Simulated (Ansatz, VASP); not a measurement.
# PtS2 in two plane-wave programs, part 2 of 2

Aim: how closely do two programs agree when they are given the same cell, functional and k mesh? The cell is taken from a series of runs on this material, whose earlier steps may have relaxed, scaled, displaced or heated it; both programs get it as it stands.

VASP 6.6.1 and Ansatz 0.2.0.

So far: The structure; VASP: zone-centre phonons, PBE with D3(BJ).

## 3. Ansatz: zone-centre phonons, PBE with D3(BJ)

Level of this step: Ansatz beside VASP: Kohn-Sham DFT, plane waves, PBE with D3(BJ) (Ansatz).

Ansatz runs on its PAW soft_1 files.

The same cell, functional, mesh and smearing now go to Ansatz, which takes its cutoff from its data sets.

Input file input.yaml:

```yaml
crystal:
  lattice:
    - [3.5869462764, 0.0, 0.0]
    - [-1.7934731382, 3.1063865974, 0.0]
    - [0.0, 0.0, 4.6172639401]
  atoms:
    - { symbol: S, position: [0.3333333336, 0.6666666664, 0.2605101757] }
    - { symbol: S, position: [0.6666666664, 0.3333333336, 0.7394898243] }
    - { symbol: Pt, position: [0.0, 0.0, 0.0] }
kpoints:
  mp_grid: { grid: [12, 12, 8] }
hamiltonian:
  xc: pbe
  dispersion: d3bj
  pseudopotentials: { kind: paw, azcp: { folder: soft_1 } }
scf:
  occupations: { method: gaussian, width: 0.01 }
output:
  eigenvalues: true
phonons:
  method: dfpt
```

The run is started by

```bash
> ansatz run input.yaml --threads 4 --pin off --max-ram 10240MiB --backend cpu --events-out ev --progress --plain --runs-dir out
```

Numbers of over 12 decimals in the logs are rounded to 6 here.

The log of the run:

```text
Engine: ansatz 0.2.0, aarch64-unknown-linux-gnu
Pseudopotentials: kind: paw
Pseudopotential: S, paw, valence charge 6, recommended cutoff 420 eV (normal), soft_1/S.paw.azcp
Pseudopotential: Pt, paw, valence charge 18, recommended cutoff 420 eV (normal), soft_1/Pt.paw.azcp
Functional definition: PBE
  parameter kappa = 0.804
  parameter beta = 0.066725
  exchange = pbe_x(kappa = kappa, mu = beta*pi^2/3)
  correlation = pbe_c(beta = beta)
Crystal: 3 atoms, lattice volume = 51.448 Å³
Basis set: ecut = 420 eV, 993 PW (Γ), exchange–correlation on 48×48×64 points (8 copies of the dense FFT grid, shifted against one another)
Bands: 19, of which v1, the nominal top of the filled ones, is band 15 counted from 1 (14 counted from 0)
Symmetry: 12 space group operations
k-points: 320 of 1152 (irreducible under 2 space group operations, time reversal used)
Non-local potential: S, projectors of the file, l = 0: 2, l = 1: 2, l = 2: 1
Non-local potential: Pt, projectors of the file, l = 0: 3, l = 1: 2, l = 2: 2, l = 3: 1
PAW form: soft (Blöchl's): semilocal exchange-correlation on the pseudo side does not see the compensation charge
PAW one-centre angular grid: S, 110 points (default); XC on 64 Gauss nodes
PAW one-centre angular grid: Pt, 590 points (default); XC on 64 Gauss nodes
Initial density: superposition of atomic densities (chi_scale 0.1, normalization cell, long waves kept (reshape's long-wave potential 0.01 eV rms))
Initial wavefunctions: pseudopotential atomic-orbital guess
Functional: x = pbe(κ = 0.804, μ = 0.219515), c = pbe(β = 0.066725)
SCF iter   1: F=—  HF=-14331.667092 eV  |F-HF|=—  |Δ(HF+E_count)|=         —  Δρ=7.85e-2  dr2=2.80e0  ethr=3.10e-3  ⟨swp⟩=6.4  Hψ=33911  notcnv=0
preconditioner: auto → Resta (q_TF=auto, 2.494 Å⁻¹)  ε∞=7.4  [insulator: Δε(μ)=0.646 eV  Ē_g=9.617 eV  σ=0.010 eV  W_gap=1.00  n_scr=20 (ndim 8)  ℏωp=24.3 eV  f_vac=0.000  D(μ)=0.00/eV (n_scr^D=0)  ε∞_Penn≈7.4]
SCF iter   2: F=—  HF=-14331.248067 eV  |F-HF|=—  |Δ(HF+E_count)|=   4.19e-1  Δρ=3.71e-2  dr2=5.67e-1  ethr=3.10e-3  ⟨swp⟩=2.6  Hψ=11474  notcnv=0
SCF iter   3: F=—  HF=-14331.157442 eV  |F-HF|=—  |Δ(HF+E_count)|=   9.06e-2  Δρ=5.08e-3  dr2=7.75e-3  ethr=1.89e-3  ⟨swp⟩=2.6  Hψ=9504  notcnv=0
SCF iter   4: F=—  HF=-14331.158814 eV  |F-HF|=—  |Δ(HF+E_count)|=   1.37e-3  Δρ=6.97e-4  dr2=2.56e-4  ethr=2.58e-5  ⟨swp⟩=2.2  Hψ=12771  notcnv=0
SCF iter   5: F=—  HF=-14331.159020 eV  |F-HF|=—  |Δ(HF+E_count)|=   2.07e-4  Δρ=1.77e-4  dr2=1.81e-5  ethr=8.52e-7  ⟨swp⟩=2.0  Hψ=10936  notcnv=0
SCF iter   6: F=—  HF=-14331.159037 eV  |F-HF|=—  |Δ(HF+E_count)|=   1.69e-5  Δρ=3.88e-5  dr2=7.09e-7  ethr=6.03e-8  ⟨swp⟩=2.0  Hψ=9419  notcnv=0
SCF iter   7: F=—  HF=-14331.159043 eV  |F-HF|=—  |Δ(HF+E_count)|=   5.49e-6  Δρ=6.43e-6  dr2=1.89e-8  ethr=2.36e-9  ⟨swp⟩=2.0  Hψ=9601  notcnv=0
SCF iter   8: F=—  HF=-14331.159043 eV  |F-HF|=—  |Δ(HF+E_count)|=   3.85e-8  Δρ=1.43e-6  dr2=1.44e-9  ethr=6.31e-11  ⟨swp⟩=2.3  Hψ=10573  notcnv=0
SCF iter   9: F=—  HF=-14331.159043 eV  |F-HF|=—  |Δ(HF+E_count)|=   1.84e-9  Δρ=3.30e-7  dr2=7.15e-11  ethr=4.79e-12  ⟨swp⟩=2.0  Hψ=9365  notcnv=0
SCF iter  10: F=-14331.159043 eV  HF=-14331.159043 eV  |F-HF|=7.28e-12  |Δ(HF+E_count)|=  4.18e-11  Δρ=8.09e-8  dr2=2.90e-12  ethr=1.00e-12  ⟨swp⟩=7.0  Hψ=30665  notcnv=0
SCF 1 converged in 10 iterations: F = -14331.159043 eV  dr2 = 2.90e-12
  greatest PAW one-centre occupation: 1.000 electrons in one spin orbital (limit 2), on the Pt atom at site 2 (counted from 0), in its partial waves of l = 0
DFPT response loops at Γ: preconditioner auto → Kerker (q_TF=auto, 2.494 Å⁻¹) (partly filled bands, converged f_vac=0.002); β = 1.00, the filter's whole step (`scf.mixing.beta` (0.50) is not read by the response loops under this deck's `scf.mixing.preconditioner`; to damp them name `kerker` or `kerker_dos`, under which they read `scf.mixing.beta`, and type it under 1.00, their step now; both keys bind the ground state too); Broyden in place of MSR1
SCF converged after 10 iterations
Free energy (F): -14331.159043 eV
Harris-Foulkes:  -14331.159043 eV  (|F-HF|=7.28e-12)
Internal energy: -14331.159020 eV  (E = F + TS)
E sigma→0 (E₀):  -14331.159031 eV
Entropy (-TS):   -0.000023 eV (-0.008 meV/atom)
Fermi energy:    12.661166 eV
--- Per-component energies (eV) ---
  E_band       = -283.638749
  E_kinetic    = 806.903040
  E_local      = -2727.722343  (includes V_loc(G=0)·N_el)
  E_nonlocal   = 272.139043
  E_hartree    = 1069.296747
  E_xc         = -410.168788
  E_vxc        = -436.992377  (∫ρ·V_xc dr)
  E_paw        = -10700.494451  (= ΣΔE_a)
  E_vpaw       = -336.560735  (= ΣTr[D̂ρ^β])
  E_aug_tail   = 0.001114  (compensation charges beyond the density's cutoff)
  E_ewald      = -2639.747448
  E_disp       = -1.365934  (pairwise vdW)
  E_smearing   = -0.000023  (= −TS)
  E_closure    = 0.000000  (closes the sum)
  Σ components = -14331.159043   (vs F -14331.159043, Δ=0.00e0)
--- Band table (eV; the first three rows and the last of 320) ---
  k-point 0: bands = [... 11 lower, 10.1041, 10.9705, 10.9705, 12.6834, 13.6878, 13.6878, 16.0997, 17.5718]
  k-point 1: bands = [... 11 lower, 10.0679, 10.8737, 10.8737, 12.3751, 13.8532, 13.8532, 16.2837, 17.8852]
  k-point 2: bands = [... 11 lower, 9.9189, 10.6631, 10.6631, 11.7266, 14.2507, 14.2507, 16.8006, 18.5630]
  k-point 319: bands = [... 11 lower, 9.0119, 9.2995, 9.7461, 10.3522, 14.0654, 14.3412, 18.6460, 19.0768]
--- Phonons (Γ-DFPT): 4 representative perturbations + reference, on 320 of 1152 k-points (Σ response iterations 12) ---
  k mesh reduced under 2 symmetry operations, with k and −k counted as one. Each operation leaves every solved perturbation unchanged. A smaller set is not used because it would not reduce the number of displacements times k-points to solve
  ASR residual: 1.789e-5 → 0.000e0 eV/Å²; symmetrization residual: 7.860e-6 eV/Å²
  pairwise dispersion correction: d3bj (s6 = 1.0, s8 = 0.7875, a1 = 0.4289, a2_bohr = 4.4407), with the weights of each atom's references fixed at the reference crystal's, and the forces and stress that the weights' published response gives there kept as a pressure on the atom's counted neighbours (hamiltonian.dispersion)
  ASR residual per site (eV/Å²): 8.34e-6 8.34e-6 1.79e-5
  Γ frequencies (cm⁻¹): 0.00 0.00 0.00 287.93 287.93 303.39 303.39 320.19 332.87
  non-analytic LO–TO correction: not included (Born effective charges unavailable; polar crystals: no LO–TO splitting at Γ)
```

## 4. Differences

Known differences besides the potentials themselves: the data sets hold 30 valence electrons in Ansatz (on its PAW soft_1 files) and 22 in VASP; the cutoff is 420 eV in Ansatz and 500 eV in VASP; Ansatz takes the dispersion share of the force constants at frozen C6 weights, VASP differentiates the full forces; VASP uses finite displacements, Ansatz perturbation theory. Total energies have different zeros and are not compared.

Compared:

```csv
quantity,Ansatz,VASP,difference
optical mode 1 to 2 (cm⁻¹),287.9,290.2,-0.79 %
optical mode 3 to 4 (cm⁻¹),303.4,302.8,+0.20 %
optical mode 5 (cm⁻¹),320.2,320.4,-0.05 %
optical mode 6 (cm⁻¹),332.9,329.6,+1.00 %
```

Modes are paired by rising frequency, not by their patterns, so a pair may set unlike modes beside each other; they are those without the splitting of longitudinal modes.

## 5. Results

- r.m.s. difference of the optical zone-centre modes, each program's sorted by frequency (zone-centre phonons, PBE with D3(BJ)): 1.9 cm⁻¹
- difference in optical mode 6 (zone-centre phonons, PBE with D3(BJ)): +1.0 %

**Reading.** The r.m.s. difference of the optical zone-centre modes, each program's sorted by frequency is 1.9 cm⁻¹ (zone-centre phonons, PBE with D3(BJ)). The data sets hold unlike numbers of valence electrons (30 in Ansatz and 22 in VASP), so part of the differences comes from the potentials. Among the rows given in per cent, the largest difference of the zone-centre phonons, PBE with D3(BJ) pair is in optical mode 6, +1.0 %. Such differences can come from data sets, numerical settings and the points named under the comparisons, not from the functional's error against experiment.

[Lines on the potential files, build, host, timing and source positions are cut from VASP's logs without a mark.]

[Logs are printed without paths, hosts, clocks, repeated set-up lines and the standing remarks that a program may print on its own settings, such as how far it seeks lower states.]

[Hosts, paths, dates, database ids (printed as entryN), source tags and the programs' standing remarks are cut or masked in the printed files.]
